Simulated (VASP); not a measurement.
The input files of a VASP run:

### POSCAR
```
CsBr
1.0
  3.9355362443   0.0000000000   0.0000000000
  0.0000000000   3.9355362443   0.0000000000
  0.0000000000   0.0000000000   3.9355362443
Cs Br
1 1
Cartesian
  0.0000000000   0.0000000000   0.0000000000
  1.9677681222   1.9677681222   1.9677681222
```

### KPOINTS
```
kpoints
0
Gamma
7 7 7
```

INCAR:
```
SYSTEM  =  CsBr
PREC  =  Accurate; ENCUT  =  500; LREAL  =  .FALSE.
LASPH  =  .TRUE.
EDIFF  =  1E-6; NELM  =  100; ALGO  =  Normal
LMAXMIX  =  4
ISMEAR  =  0; SIGMA  =  0.05
IBRION  =  2; NSW  =  40; ISIF  =  3
EDIFFG  =  -0.02; PSTRESS  =  100
LWAVE  =  .FALSE.; LCHARG  =  .FALSE.
```

POTCAR, in this order: Cs_sv Br (LDA.64 set). Program: vasp_std.

Write an equivalent input for Quantum ESPRESSO's pw.x.

One equivalent input (not run):
```
&CONTROL
  calculation = 'vc-relax'
  pseudo_dir = './pseudo'
  outdir = './out'
  tprnfor = .true.
  tstress = .true.
  nstep = 40
  forc_conv_thr = 0.00078
/
&SYSTEM
  ibrav = 0
  nat = 2
  ntyp = 2
  ecutwfc = 48
  occupations = 'smearing'
  smearing = 'gaussian'
  degauss = 0.003675
  input_dft = 'pz'
/
&ELECTRONS
  conv_thr = 7.3e-08
  electron_maxstep = 100
/
&IONS
/
&CELL
  press = 100
/
ATOMIC_SPECIES
  Cs 132.905 Cs.upf
  Br 79.904 Br.upf
CELL_PARAMETERS angstrom
     3.9355362    0.0000000    0.0000000
     0.0000000    3.9355362    0.0000000
     0.0000000    0.0000000    3.9355362
ATOMIC_POSITIONS crystal
  Cs   0.0000000  0.0000000  0.0000000
  Br   0.5000000  0.5000000  0.5000000
K_POINTS automatic
  7 7 7 0 0 0
```
Limits of the translation: the potentials are each code's own (VASP's PAW set, PseudoDojo norm-conserving files in pw.x), so ENCUT and ecutwfc are chosen apart and not converted; conv_thr bounds pw.x's estimated SCF error, while EDIFF bounds the energy change between steps; forc_conv_thr acts on force components and is met together with etot_conv_thr.

The compound is CsBr in the CsCl type structure. This run relaxes it under an external pressure of 10 GPa. Symmetry was kept, so distortions that lower it aren't found.
